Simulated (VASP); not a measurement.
Consider the following.

```yaml
crystal:
  lattice:
    - [4.88414, 0.00000, 0.00000]
    - [-2.44207, 4.22979, 0.00000]
    - [0.00000, 0.00000, 7.61022]
  atoms:
    - { symbol: Y, position: [0.33333, 0.66667, 0.24670] }
    - { symbol: Y, position: [0.66667, 0.33333, 0.75330] }
    - { symbol: Te, position: [0.00000, 0.00000, 0.00000] }
    - { symbol: Te, position: [0.33333, 0.66667, 0.64700] }
    - { symbol: Te, position: [0.66667, 0.33333, 0.35300] }
```

Calculation: PBE GGA, VASP's PBE PAW potentials (set 64) (plane waves; VASP). Settings: 300 eV cut-off, 4×4×2 Γ-centred mesh, Gaussian smearing of 0.050 eV, potentials Y_sv Te.

At this cut-off the stress carries a Pulay error, which pulls relaxed volumes low.

**Question.** Predict the energy per atom (σ→0), pressure, largest force.

**Answer.** 
The energy per atom (σ→0) comes out as -5.651 eV/atom and the pressure is 45.6 kbar. The largest force is 0.792 eV/Å.

Only differences to runs with the same potentials and settings are physical.

The structure was generated: Y2Te3 was put into an ordered model structure, which need not be its known phase. The cell was not relaxed at this level.
